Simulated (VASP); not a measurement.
An input for Ansatz (written as the equivalent of a VASP run, and not itself run):

Ansatz 0.2 input:
```yaml
crystal:
  lattice:
    - [-2.5404333, 2.5404333, 2.5404333]
    - [2.5404333, -2.5404333, 2.5404333]
    - [2.5404333, 2.5404333, -2.5404333]
  atoms:
    - { symbol: Ba, position: [1.0000000, 1.0000000, 1.0000000] }
kpoints:
  mp_grid: { grid: [9, 9, 9] }
hamiltonian:
  xc: r2scan
  pseudopotentials: { kind: paw }
scf:
  occupations: { method: methfessel_paxton, width: 0.1 }
  max_iter: 100
relax:
  max_steps: 60
  f_tol: 0.01
  cell: {}
output: { forces: true, stress: true, eigenvalues: true }
```

Task: Write the VASP files for the same calculation (r2SCAN).

Result: This is not unique; one that fits is 
KPOINTS:
```
Automatic mesh
0
Gamma
9 9 9
0 0 0
```

**POSCAR**
```
Ba
1
   -2.5404333033     2.5404333033     2.5404333033
    2.5404333033    -2.5404333033     2.5404333033
    2.5404333033     2.5404333033    -2.5404333033
Ba
1
Direct
  1.0000000000   1.0000000000   1.0000000000
```

**INCAR**
```
ENCUT  =  520
EDIFF  =  1E-6   ! SCF stop (eV)
LREAL  =  .False.   ! projection in real space or not
METAGGA  =  R2SCAN
EDIFFG  =  -0.01   ! ionic stop
ISIF  =  3   ! ions, shape and volume
LASPH  =  .True.   ! aspherical one-centre terms
LCHARG  =  .False.
ISMEAR  =  1   ! Methfessel-Paxton
ALGO  =  Normal   ! blocked Davidson
SIGMA  =  0.1
LWAVE  =  .False.
NELM  =  100   ! most electronic steps
LMAXMIX  =  4
PREC  =  Accurate
NSW  =  60
IBRION  =  2   ! conjugate gradients
LMIXTAU  =  .True.
SYSTEM  =  Ba
```

POTCAR, in this order: Ba_sv (PBE.64 set). Program: vasp_std.

Limits of the translation: each code has its own PAW files, so the cut-off isn't converted (ENCUT is set for VASP's; basis.ecutwfc is left out, and Ansatz then takes the one that its files recommend); Ansatz stops its SCF on the density residual and VASP on the energy change (EDIFF).

The compound is Ba in the bcc structure. It was relaxed first. The start is the result of an earlier pass.
